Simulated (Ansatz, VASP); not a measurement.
# Cross-check of Si2Ni between VASP and Ansatz, part 2 of 2

Aim: how closely do two programs agree when they are given the same cell, functional and k mesh?

VASP 6.6.1 and Ansatz 0.2.0.

So far: Set-up; VASP: relaxation of cell and atoms, PBE.

## (3) Ansatz: relaxation of cell and atoms, PBE

Level of this step: Ansatz beside VASP: Kohn-Sham DFT, plane waves, PBE (Ansatz).

Ansatz runs on its default PAW (the set named soft_2) files.

The same cell, functional, mesh and smearing now go to Ansatz, which takes its cutoff from its data sets.

Contents of input.yaml:

```yaml
crystal:
  lattice:
    - [0.0, 2.703, 2.703]
    - [2.703, 0.0, 2.703]
    - [2.703, 2.703, 0.0]
  atoms:
    - { symbol: Si, position: [0.25, 0.25, 0.25] }
    - { symbol: Si, position: [0.75, 0.75, 0.75] }
    - { symbol: Ni, position: [0.0, 0.0, 0.0], spin: 1.0 }
hamiltonian:
  xc: pbe
  pseudopotentials: { kind: paw }
magnetization:
  spin_polarized: true
kpoints:
  mp_grid: { grid: [7, 7, 7] }
scf:
  occupations: { method: fermi_dirac, width: 0.05 }
relax:
  f_tol: 0.01
  max_steps: 60
  cell: { stress_tol: 0.05 }
output:
  forces: true
  stress: true
```

On the command line:

```sh
$ ansatz run input.yaml --threads 4 --pin off --max-ram 9216MiB --backend cpu --events-out ev --progress --plain --runs-dir out
```

Numbers of over 12 decimals in the logs are rounded to 6 here.

Log:

```text
Engine: ansatz 0.2.0, aarch64-unknown-linux-gnu
Pseudopotentials: kind: paw
Pseudopotential: Si, paw, valence charge 4, recommended cutoff 420 eV (normal), Si.paw.azcp
Pseudopotential: Ni, paw, valence charge 18, recommended cutoff 420 eV (normal), Ni.paw.azcp
Functional definition: PBE
  parameter kappa = 0.804
  parameter beta = 0.066725
  exchange = pbe_x(kappa = kappa, mu = beta*pi^2/3)
  correlation = pbe_c(beta = beta)
Crystal: 3 atoms, lattice volume = 39.497 Å³
Basis set: ecut = 420 eV, 749 PW (Γ), exchange–correlation on 54×54×54 points (8 copies of the dense FFT grid, shifted against one another)
Bands: 18, of which v1, the nominal top of the filled ones, is band 13 counted from 1 (12 counted from 0)
Symmetry: 48 space group operations
Space group: Fm-3m (ITA 225), of the structure as read, at distance tolerance 3.4e-5 Å
Magnetic group: BNS 225.116 (UNI 1618), of the structure as read, at distance tolerance 3.4e-5 Å
k-points: 20 of 343
Non-local potential: Si, projectors of the file, l = 0: 2, l = 1: 2, l = 2: 2
Non-local potential: Ni, projectors of the file, l = 0: 3, l = 1: 2, l = 2: 3, l = 3: 1
PAW form: soft (Blöchl's): semilocal exchange-correlation on the pseudo side does not see the compensation charge
PAW one-centre angular grid: Si, 110 points (default); XC on 64 Gauss nodes
PAW one-centre angular grid: Ni, 590 points (default); XC on 64 Gauss nodes
Initial density: superposition of atomic densities (chi_scale 0.1, normalization cell)
Starting moments: Σ|m| = 1 μB on 1 of 3 sites
Initial wavefunctions: pseudopotential atomic-orbital guess
Functional: x = pbe(κ = 0.804, μ = 0.219515), c = pbe(β = 0.066725)
SCF iter   1: F=—  HF=-7110.952144 eV  |F-HF|=—  |Δ(HF+E_count)|=         —  Δρ=6.85e-2 (↑6.85e-2 ↓3.10e-2)  dr2=1.36e0  dr2_m=5.22e-1  M=0.173 μB ∫|m|=0.656 μB  β_m=0.30  ethr=3.10e-3  ⟨swp⟩=5.7  Hψ=3498  notcnv=0
Mixer restart at iter 1: flushing history
preconditioner: auto → none  [insulator: Δε(μ)=0.144 eV  Ē_g=8.789 eV  σ=0.050 eV  W_gap=0.61  n_scr=14 (ndim 8)  ℏωp=25.1 eV  f_vac=0.000  D(μ)=0.46/eV (n_scr^D=0)  ε∞_Penn≈9.1]
SCF iter   2: F=—  HF=-7110.655643 eV  |F-HF|=—  |Δ(HF+E_count)|=   2.97e-1  Δρ=6.08e-2 (↑1.63e-2 ↓6.08e-2)  dr2=1.43e0  dr2_m=4.00e-1  M=0.179 μB ∫|m|=0.493 μB  β_m=0.35  ethr=3.10e-3  ⟨swp⟩=2.1  Hψ=1510  notcnv=0  defer=6
preconditioner: auto → Kerker (q_TF=auto, 2.545 Å⁻¹)  [metal: Δε(μ)=0.064 eV  Ē_g=8.880 eV  σ=0.050 eV  W_gap=0.31  n_scr=14 (ndim 8)  ℏωp=25.1 eV  f_vac=0.000  D(μ)=0.58/eV (n_scr^D=0)]
spin=Collinear: Kerker preconditioning applied to the charge; magnetization (m = ρ↑ − ρ↓) channel mixes plain (no charge-response kernel on spin).
SCF iter   3: F=—  HF=-7111.615082 eV  |F-HF|=—  |Δ(HF+E_count)|=   9.59e-1  Δρ=3.48e-2 (↑2.57e-2 ↓3.48e-2)  dr2=4.54e-1  dr2_m=2.73e-1  M=0.154 μB ∫|m|=0.415 μB  β_m=0.23  ethr=3.10e-3  ⟨swp⟩=2.4  Hψ=1201  notcnv=0  defer=6
SCF iter   4: F=—  HF=-7112.217323 eV  |F-HF|=—  |Δ(HF+E_count)|=   6.02e-1  Δρ=2.32e-2 (↑1.87e-2 ↓2.32e-2)  dr2=2.06e-1  dr2_m=1.34e-1  M=0.109 μB ∫|m|=0.274 μB  β_m=0.47  ethr=1.75e-3  ⟨swp⟩=2.1  Hψ=1240  notcnv=0  defer=8
SCF iter   5: F=—  HF=-7112.365613 eV  |F-HF|=—  |Δ(HF+E_count)|=         —  Δρ=1.43e-2 (↑1.43e-2 ↓7.14e-3)  dr2=9.91e-2  dr2_m=5.00e-3  M=0.015 μB ∫|m|=0.040 μB  β_m=0.55  ethr=7.91e-4  ⟨swp⟩=3.2  Hψ=1457  notcnv=0  defer=9
Mixer restart at iter 5: flushing history
SCF iter   6: F=—  HF=-7112.420962 eV  |F-HF|=—  |Δ(HF+E_count)|=   5.53e-2  Δρ=7.55e-3 (↑2.91e-3 ↓7.55e-3)  dr2=2.41e-2  dr2_m=2.07e-3  M=0.010 μB ∫|m|=0.026 μB  β_m=0.48  ethr=3.81e-4  ⟨swp⟩=2.5  Hψ=1630  notcnv=0  defer=10
SCF iter   7: F=—  HF=-7112.406230 eV  |F-HF|=—  |Δ(HF+E_count)|=   1.47e-2  Δρ=7.12e-3 (↑7.12e-3 ↓3.48e-3)  dr2=2.95e-2  dr2_m=1.28e-3  M=0.009 μB ∫|m|=0.021 μB  β_m=0.57  ethr=9.25e-5  ⟨swp⟩=2.2  Hψ=1413  notcnv=0  defer=10
SCF iter   8: F=—  HF=-7112.412722 eV  |F-HF|=—  |Δ(HF+E_count)|=   6.49e-3  Δρ=2.33e-3 (↑2.33e-3 ↓7.36e-4)  dr2=2.64e-3  dr2_m=2.62e-4  M=0.004 μB ∫|m|=0.010 μB  β_m=0.58  ethr=9.25e-5  ⟨swp⟩=2.0  Hψ=1097  notcnv=0  defer=10
SCF iter   9: F=—  HF=-7112.413108 eV  |F-HF|=—  |Δ(HF+E_count)|=   3.86e-4  Δρ=4.48e-4 (↑4.48e-4 ↓4.39e-4)  dr2=6.15e-5  dr2_m=6.20e-5  M=0.002 μB ∫|m|=0.004 μB  β_m=0.79  ethr=1.02e-5  ⟨swp⟩=2.1  Hψ=1196  notcnv=0  defer=10
SCF iter  10: F=—  HF=-7112.413168 eV  |F-HF|=—  |Δ(HF+E_count)|=   6.07e-5  Δρ=1.78e-4 (↑5.67e-5 ↓1.78e-4)  dr2=1.60e-5  dr2_m=2.55e-6  M=0.000 μB ∫|m|=0.001 μB  β_m=0.90  ethr=2.37e-7  ⟨swp⟩=2.0  Hψ=1080  notcnv=0  defer=10
SCF iter  11: F=—  HF=-7112.413173 eV  |F-HF|=—  |Δ(HF+E_count)|=   4.84e-6  Δρ=3.30e-5 (↑2.26e-5 ↓3.30e-5)  dr2=1.62e-6  dr2_m=2.99e-8  M=0.000 μB ∫|m|=0.000 μB  β_m=0.95  ethr=6.15e-8  ⟨swp⟩=2.1  Hψ=946  notcnv=0  defer=10
SCF iter  12: F=—  HF=-7112.413174 eV  |F-HF|=—  |Δ(HF+E_count)|=   9.78e-7  Δρ=3.64e-6 (↑2.07e-6 ↓3.64e-6)  dr2=1.01e-8  dr2_m=3.38e-10  M=-0.000 μB ∫|m|=0.000 μB  β_m=0.97  ethr=6.21e-9  ⟨swp⟩=2.0  Hψ=1050  notcnv=0  defer=10
SCF iter  13: F=—  HF=-7112.413174 eV  |F-HF|=—  |Δ(HF+E_count)|=   7.00e-9  Δρ=8.80e-7 (↑7.75e-7 ↓8.80e-7)  dr2=6.77e-10  dr2_m=2.38e-12  M=0.000 μB ∫|m|=0.000 μB  β_m=0.99  ethr=3.90e-11  ⟨swp⟩=2.0  Hψ=1073  notcnv=0  defer=10
SCF iter  14: F=-7112.413174 eV  HF=-7112.413174 eV  |F-HF|=9.09e-13  |Δ(HF+E_count)|=  1.39e-10  Δρ=7.08e-8 (↑5.40e-8 ↓7.08e-8)  dr2=3.41e-12  dr2_m=6.08e-14  M=0.000 μB ∫|m|=0.000 μB  ethr=2.60e-12  ⟨swp⟩=1.4  Hψ=1996  notcnv=0
WARN: the starting moments were not kept: the SCF closed with an absolute magnetisation of 2.0e-7 μB, where they sum to 1 μB in size (1 site). That is at most 0.1 of that sum. Measured as dr2_m measures the in/out step, that magnetisation stands 7.5e-15 eV from none, at or under the dr2_threshold of 1.0e-7 eV: it is no larger than a step whose dr2_m would equal this threshold. The system may hold no moment; this SCF  [...]
SCF 1 converged in 14 iterations: F = -7112.413174 eV  dr2 = 3.41e-12
  greatest PAW one-centre occupation: 1.000 electrons in one spin orbital (limit 2), on the Ni atom at site 2 (counted from 0), in its partial waves of l = 1
relax step   1: F+E_penalty+E_count = -7112.41317404 eV  Δ(F+E_penalty+E_count) = +0.000e0 eV  max|allowed force component| = 2.776e-17 eV/Å  Δτ_max = 0.0000 Å  P = +3.078 GPa  Ω = 39.497 Å³  (14 SCF iters, dr2 threshold 1.00e-7 eV, accepted)
[...]
relax step   2: F+E_penalty+E_count = -7112.41890995 eV  Δ(F+E_penalty+E_count) = -5.736e-3 eV  max|allowed force component| = 1.187e-16 eV/Å  Δτ_max = 0.0000 Å  P = +1.320 GPa  Ω = 39.926 Å³  energy of the carried Pulay correction = -1.251e-4 eV  (8 SCF iters, dr2 threshold 3.00e-7 eV, accepted)
[...]
relax step   3: F+E_penalty+E_count = -7112.42020162 eV  Δ(F+E_penalty+E_count) = -1.292e-3 eV  max|allowed force component| = 2.005e-16 eV/Å  Δτ_max = 0.0000 Å  P = +0.046 GPa  Ω = 40.254 Å³  energy of the carried Pulay correction = -2.199e-4 eV  (8 SCF iters, dr2 threshold 3.00e-7 eV, accepted)
[...]
relax step   4: F+E_penalty+E_count = -7112.42041011 eV  Δ(F+E_penalty+E_count) = -2.085e-4 eV  max|allowed force component| = 1.234e-16 eV/Å  Δτ_max = 0.0000 Å  P = +0.049 GPa  Ω = 40.254 Å³  stress off target by 4.89e-2 GPa  SCF on the basis re-selected at this cell (its energy is not comparable with the rows above)  (9 SCF iters)
basis re-selected at this cell: Δ(F+E_penalty+E_count) = -2.085e-4 eV, ΔP = +0.003 GPa vs the last step (what re-selecting the basis moved, of the pressure what is left beyond the Pulay correction that the steps carried, after the strain that the cell walked since its last selection, with what the two solves' SCF thresholds leave and, on support functions, any second-order correction that the steps lacked; it is no m [...]
SCF converged after 9 iterations
Magnetization: -0.0000 μB (13.0000 up, 13.0000 down)
Absolute magnetization: 0.0000 μB (∫|ρ↑−ρ↓|, with the PAW one-centre terms)
Spin contamination: 0.0000 ħ² per cell (⟨S²⟩ above its minimum at these occupations)
Per-site moments (μB) at R_I (Å): [(-9.972720549415179e-11, 0.971737), (-9.972734129017901e-11, 0.971737), (-1.7422654549939648e-9, 0.971737)]
Free energy (F): -7112.420410 eV
Harris-Foulkes:  -7112.420410 eV  (|F-HF|=5.46e-12)
Internal energy: -7112.413383 eV  (E = F + TS)
E sigma→0 (E₀):  -7112.416896 eV
Entropy (-TS):   -0.007027 eV (-2.342 meV/atom)
Fermi energy:    12.881678 eV
--- Per-component energies (eV) ---
  E_band       = -350.539755
  E_kinetic    = 369.371742
  E_local      = -4930.465210  (includes V_loc(G=0)·N_el)
  E_nonlocal   = 679.425201
  E_hartree    = 2131.386610
  E_xc         = -198.868730
  E_vxc        = -207.953498  (∫ρ·V_xc dr)
  E_paw        = -2651.359564  (= ΣΔE_a)
  E_vpaw       = -523.692040  (= ΣTr[D̂ρ^β])
  E_aug_tail   = 0.000599  (compensation charges beyond the density's cutoff)
  E_ewald      = -2511.904030
  E_smearing   = -0.007027  (= −TS)
  E_closure    = 0.000000  (closes the sum)
  Σ components = -7112.420410   (vs F -7112.420410, Δ=0.00e0)
--- Forces (eV/Å), atoms counted from 1 ---
  atom   1  Si     0.00000000     0.00000000     0.00000000
  atom   2  Si    -0.00000000    -0.00000000    -0.00000000
  atom   3  Ni    -0.00000000     0.00000000     0.00000000
  max |Σ_I F_I| component: 4.63e-17 eV/Å
--- Stress (GPa, compression-positive) ---
        0.048907      -0.000000      -0.000000
       -0.000000       0.048907      -0.000000
       -0.000000      -0.000000       0.048907
  P = ⅓ Tr σ = 0.0489 GPa (0.489 kbar)
--- Relaxed structure (3 steps of the walk, 3 accepted, 1 SCFs on fresh bases) ---
  F+E_penalty+E_count = -7112.42041011 eV   max|allowed force component| = 1.234e-16 eV/Å   (the final SCF, on the basis selected at the relaxed cell)
  cell:  # Å, volume = 40.2543 Å³
    - [0, 2.720158, 2.720158]
    - [2.720158, 0, 2.720158]
    - [2.720158, 2.720158, 0]
  atoms:
    - { symbol: Si, position: [0.250000, 0.250000, 0.250000] }
    - { symbol: Si, position: [0.75, 0.75, 0.75] }
    - { symbol: Ni, position: [0, 0, 0] }
```

Run time: 3.1 s. Hardware: 4 threads of Arm Neoverse V1, shared host; peak memory 0.33 GiB; 10 s of CPU time.

## (4) Differences

Known differences besides the potentials themselves: both relaxations stop at a tolerance, which leaves soft axes loose, and VASP keeps its plane-wave basis; the data sets hold 26 valence electrons in Ansatz (default PAW (the set named soft_2) files) and 18 in VASP; the cutoff is 420 eV in Ansatz and 520 eV in VASP; Ansatz adds a Pulay correction to the stress that steers its cell, VASP none. Total energies have different zeros and are not compared.

Compared:

```csv
quantity,Ansatz,VASP,difference
volume (Å³),40.25,40.26,-0.01 %
"edge a after relaxation, in the typed setting (Å)",3.847,3.847,+0.00 %
```

The walks stopped with 0.05 GPa left in Ansatz and 0.00 GPa in VASP; each walk ends within a tolerance, so the volume difference is uncertain by about these residues over the bulk modulus, most in soft cells.

## (5) VASP: relaxation of cell and atoms, r2SCAN

The relaxed volume is the usual yardstick between codes: its relative difference is about their pressure difference at one cell divided by the bulk modulus.

Contents of INCAR:

```
SYSTEM = Si2Ni
PREC = Accurate
ENCUT = 520
EDIFF = 1E-06
NELM = 100
ISMEAR = -1
SIGMA = 0.05
LREAL = .FALSE.
ALGO = Normal
METAGGA = R2SCAN
LASPH = .TRUE.
NBANDS = 17
ISPIN = 2
MAGMOM = 0 0 1
LMAXMIX = 4
LORBIT = 11
LWAVE = .FALSE.
LCHARG = .FALSE.
KPAR = 2
IBRION = 2
NSW = 60
ISIF = 3
EDIFFG = -0.01
```

Contents of POSCAR:

```
Si2Ni
1.0
    0.0000000000      2.7030000000      2.7030000000
    2.7030000000      0.0000000000      2.7030000000
    2.7030000000      2.7030000000      0.0000000000
Si Ni
2 1
Direct
    0.2500000000      0.2500000000      0.2500000000
    0.7500000000      0.7500000000      0.7500000000
    0.0000000000      0.0000000000      0.0000000000
```

Contents of KPOINTS:

```
Automatic mesh
0
Gamma
7 7 7
0 0 0
```

The projector-augmented-wave data sets are Si and Ni (PBE family, release 64).

On the command line:

```sh
$ mpirun -np 2 vasp_std
```

Log:

```text
[banner, memory and clock lines left out]
running    2 mpi-ranks, on    1 nodes
[...]
|                                                                             |
|               ----> ADVICE to this user running VASP <----                  |
|                                                                             |
|     You enforced a specific xc type in the INCAR file but a different       |
|     [... a line on the potential file left out ...]
|     I HOPE YOU KNOW WHAT YOU ARE DOING!                                     |
|                                                                             |

 LDA part: xc-table for (None), standard interpolation
 POSCAR, INCAR and KPOINTS ok, starting setup
[...]
entering main loop
       N       E                     dE             d eps       ncg     rms          rms(c)
DAV:   1     0.559814834204E+02    0.55981E+02   -0.75360E+03  1360   0.108E+03
DAV:   2    -0.302567355060E+02   -0.86238E+02   -0.78295E+02  1499   0.221E+02
[...]
DAV:   8    -0.305510932753E+02    0.41560E-06   -0.24832E-06  1170   0.291E-02
   2 F= -.30551093E+02 E0= -.30547624E+02  d E =0.496378E-03  mag=    -0.0000
 trial-energy change:    0.000496  1 .order    0.000490   -0.012177    0.013157
 step:   0.4807(harm=  0.4807)  dis= 0.00000  next Energy=   -30.554516 (dE=-0.293E-02)
[...]
N       E                     dE             d eps       ncg     rms          rms(c)
DAV:   1    -0.305961335407E+02   -0.45040E-01   -0.31688E-01  1407   0.111E+01    0.191E+00
DAV:   2    -0.306561286235E+02   -0.59995E-01   -0.51516E-01  1583   0.188E+01    0.267E+00
DAV:   3    -0.305548919267E+02    0.10124E+00   -0.23053E-01  1495   0.119E+01    0.362E-01
DAV:   4    -0.305544217850E+02    0.47014E-03   -0.41282E-03  1545   0.762E-01    0.796E-02
DAV:   5    -0.305543807000E+02    0.41085E-04   -0.25317E-04  2058   0.224E-01    0.362E-02
DAV:   6    -0.305543873416E+02   -0.66416E-05   -0.13292E-05  1450   0.274E-02    0.204E-02
DAV:   7    -0.305543925373E+02   -0.51956E-05   -0.14603E-06  1228   0.106E-02    0.280E-03
DAV:   8    -0.305543930617E+02   -0.52448E-06   -0.28520E-07   711   0.507E-03
   3 F= -.30554393E+02 E0= -.30550954E+02  d E =-.280341E-02  mag=     0.0000
[...]
reached required accuracy - stopping structural energy minimisation
```

From OUTCAR (step 5):

```text
  Total       -0.0007322     -0.0007322     -0.0007322      0.0000000      0.0000000     -0.0000000
  in kB       -0.0300495     -0.0300495     -0.0300495      0.0000000      0.0000000     -0.0000000
  external PRESSURE =      -0.0300495 kB  Pullay stress =       0.0000000 kB

 POSITION                                       TOTAL-FORCE (eV/Angst)
 -----------------------------------------------------------------------------------
      1.34625      1.34625      1.34625         0.000000      0.000000     -0.000000
      4.03875      4.03875      4.03875        -0.000000     -0.000000      0.000000
      0.00000      0.00000      0.00000        -0.000000     -0.000000      0.000000
 -----------------------------------------------------------------------------------
    total drift:                               -0.000000     -0.000000      0.000000

  FREE ENERGIE OF THE ION-ELECTRON SYSTEM (eV)
  ---------------------------------------------------
  free  energy   TOTEN  =       -30.5543930617 eV

  energy  without entropy=      -30.5475157297  energy(sigma->0) =      -30.55095440

 magnetization (x)
# of ion       s       p       d       tot
------------------------------------------
    1       -0.000  -0.000   0.000  -0.000
    2       -0.000  -0.000   0.000  -0.000
    3        0.000   0.000   0.000   0.000
--------------------------------------------------
tot          0.000   0.000   0.000   0.000

[... 2 parts as in an earlier step ...]

[... 2 further parts left out ...]
[key lines of the parts left out:]
E-fermi :  10.6552
```

## (6) Ansatz: relaxation of cell and atoms, r2SCAN

The same cell, functional, mesh and smearing now go to Ansatz, which takes its cutoff from its data sets.

Changes to input.yaml since step 3:

```diff
@@ -10,3 +10,3 @@
 hamiltonian:
-  xc: pbe
+  xc: r2scan
   pseudopotentials: { kind: paw }
```

On the command line:

```sh
$ ansatz run input.yaml --threads 4 --pin off --max-ram 9216MiB --backend cpu --events-out ev --progress --plain --runs-dir out
```

Log:

```text
[...]
Crystal: 3 atoms, lattice volume = 39.497 Å³
Basis set: ecut = 500 eV, 965 PW (Γ), exchange–correlation on 120×120×120 points (64 copies of the dense FFT grid, shifted against one another)
Bands: 18, of which v1, the nominal top of the filled ones, is band 13 counted from 1 (12 counted from 0)
Symmetry: 48 space group operations
[...]
P = ⅓ Tr σ = 0.0181 GPa (0.181 kbar)
--- Relaxed structure (3 steps of the walk, 3 accepted, 1 SCFs on fresh bases) ---
[...]
cell:  # Å, volume = 39.0765 Å³
    - [0, 2.693365, 2.693365]
    - [2.693365, 0, 2.693365]
    - [2.693365, 2.693365, 0]
  atoms:
    - { symbol: Si, position: [0.25, 0.25, 0.25] }
    - { symbol: Si, position: [0.750000, 0.750000, 0.750000] }
    - { symbol: Ni, position: [0, 0, 0] }
[key lines of the parts left out:]
SCF converged after 12 iterations
Magnetization: -0.0000 μB (13.0000 up, 13.0000 down)
Free energy (F): -7124.496507 eV
Fermi energy:    13.528121 eV
```

Run time: 7.7 s. Hardware: 4 threads; peak memory 0.47 GiB.

## (7) Side by side

What differs besides the data sets and the points named for the pairs above, as far as they apply: VASP keeps PBE cores, Ansatz makes them for the functional; the cutoff is 500 eV in Ansatz and 520 eV in VASP. Total energies have different zeros and are not compared.

The two programs side by side:

| quantity | Ansatz | VASP | difference |
| --- | --- | --- | --- |
| volume (Å³) | 39.08 | 39.04 | +0.10 % |
| edge a after relaxation, in the typed setting (Å) | 3.809 | 3.808 | +0.03 % |

The walks stopped with 0.02 GPa left in Ansatz and 0.00 GPa in VASP; each walk ends within a tolerance, so the volume difference is uncertain by about these residues over the bulk modulus, most in soft cells.

## (8) What came out

```
difference in volume (relaxation of cell and atoms, PBE)    : -0.012 %
difference in volume (relaxation of cell and atoms, r2SCAN) : 0.096 %
```

What this shows: The difference in volume is 0.096 % (relaxation of cell and atoms, r2SCAN), within the 1.2 % picked in this series as the mark of a large difference, as far as the stopping tolerances let one tell. How closely two codes agree says nothing of how well the functional describes the real material.

[Lines on the potential files, build, host, timing and source positions are cut from VASP's logs without a mark.]

[Logs are printed without paths, hosts, clocks, repeated set-up lines and the standing remarks that a program may print on its own settings, such as how far it seeks lower states.]

[Hosts, paths, dates, database ids (printed as entryN), source tags and the programs' standing remarks are cut or masked in the printed files.]
